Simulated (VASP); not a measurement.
Output of a VASP run:

### OSZICAR
```
       N       E                     dE             d eps       ncg     rms          rms(c)
DAV:   1     0.116908916479E+03    0.11691E+03   -0.90038E+03  2880   0.134E+03
DAV:   2    -0.129982175814E+02   -0.12991E+03   -0.12238E+03  3368   0.334E+02
DAV:   3    -0.189653029630E+02   -0.59671E+01   -0.58782E+01  4212   0.649E+01
DAV:   4    -0.192286672870E+02   -0.26336E+00   -0.26323E+00  3840   0.128E+01
DAV:   5    -0.192340321660E+02   -0.53649E-02   -0.53645E-02  4088   0.174E+00    0.189E+01
DAV:   6    -0.147150904619E+02    0.45189E+01   -0.27182E+01  3212   0.333E+01    0.659E+00
DAV:   7    -0.144177120032E+02    0.29738E+00   -0.16415E+00  3332   0.102E+01    0.522E+00
DAV:   8    -0.144311367021E+02   -0.13425E-01   -0.19079E-01  3176   0.430E+00    0.190E+00
DAV:   9    -0.144242669234E+02    0.68698E-02   -0.36282E-02  3864   0.145E+00    0.403E-01
DAV:  10    -0.144257821529E+02   -0.15152E-02   -0.34009E-03  3328   0.716E-01    0.479E-01
DAV:  11    -0.144255994080E+02    0.18274E-03   -0.84713E-04  3184   0.276E-01    0.281E-02
DAV:  12    -0.144256093925E+02   -0.99845E-05   -0.61973E-05  4008   0.733E-02    0.117E-02
DAV:  13    -0.144256068022E+02    0.25903E-05   -0.88977E-06  3628   0.233E-02    0.338E-03
DAV:  14    -0.144256070043E+02   -0.20208E-06   -0.39416E-07  3220   0.696E-03    0.132E-03
DAV:  15    -0.144256071505E+02   -0.14621E-06   -0.38718E-07  3048   0.642E-03    0.336E-04
DAV:  16    -0.144256071234E+02    0.27128E-07   -0.52788E-09  1596   0.939E-04
   1 F= -.14425607E+02 E0= -.14425607E+02  d E =0.000000E+00
```

**OUTCAR**
```
------------------------ aborting loop because EDIFF is reached ----------------------------------------
  FORCE on cell =-STRESS in cart. coord.  units (eV):
  Direction    XX          YY          ZZ          XY          YZ          ZX
  --------------------------------------------------------------------------------------
  Total       -0.0104713     -0.0104713     -0.0104713     -0.0000000      0.0000000     -0.0000000
  in kB       -0.6093061     -0.6093061     -0.6093061     -0.0000000      0.0000000     -0.0000000
  external PRESSURE =      -0.6093061 kB  Pullay stress =       0.0000000 kB
  volume of cell :       27.53
      direct lattice vectors                 reciprocal lattice vectors
     0.000000000  2.396708958  2.396708958    -0.208619406  0.208619406  0.208619406
     2.396708958  0.000000000  2.396708958     0.208619406 -0.208619406  0.208619406
     2.396708958  2.396708958  0.000000000     0.208619406  0.208619406 -0.208619406
 POSITION                                       TOTAL-FORCE (eV/Angst)
 -----------------------------------------------------------------------------------
      0.00000      0.00000      0.00000         0.000000     -0.000000     -0.000000
      2.39671      2.39671      2.39671        -0.000000      0.000000      0.000000
 -----------------------------------------------------------------------------------
    total drift:                                0.000000      0.000000      0.000000
  FREE ENERGIE OF THE ION-ELECTRON SYSTEM (eV)
  ---------------------------------------------------
  free  energy   TOTEN  =       -14.4256071234 eV

  energy  without entropy=      -14.4256071234  energy(sigma->0) =      -14.42560712

 total charge

# of ion       s       p       d       tot
------------------------------------------
    1        2.163   6.026   1.560   9.749
    2        0.886   1.505   0.000   2.391
--------------------------------------------------
tot          3.049   7.532   1.560  12.140
```
(Selected blocks of OUTCAR.)

### POSCAR
```
ZrC
1
    0.0000000000     2.3967089577     2.3967089577
    2.3967089577     0.0000000000     2.3967089577
    2.3967089577     2.3967089577     0.0000000000
Zr C
1 1
Direct
  0.0000000000   0.0000000000   0.0000000000
  0.5000000000   0.5000000000   0.5000000000
```

Question: Write an INCAR and KPOINTS that could have produced this output.

Answer: One answer among several that fit: the input of the run itself, vdW-DF2, plane waves, VASP's PBE PAW potentials (set 64).

### KPOINTS
```
kpoints
0
gamma
 15 15 15
```

INCAR:
```
AGGAC = 0.0
ALGO = Normal
EDIFF = 1E-7
ENCUT = 520
GGA = ML
ISIF = 2
ISMEAR = -5
LASPH = .True.
LCHARG = .True.
LMAXMIX = 4
LORBIT = 11
LREAL = .False.
LUSE_VDW = .True.
LWAVE = .False.
NEDOS = 601
NELM = 100
PREC = Accurate
SYSTEM = ZrC
ZAB_VDW = -1.8867
```

POTCAR, in this order: Zr_sv C (PBE.64 set). Program: vasp_std.

For a metal the tetrahedron method with Blöchl corrections gives inexact stress and forces.

The compound is ZrC in the rock salt structure. It was relaxed first, which changed the volume by +6 %.
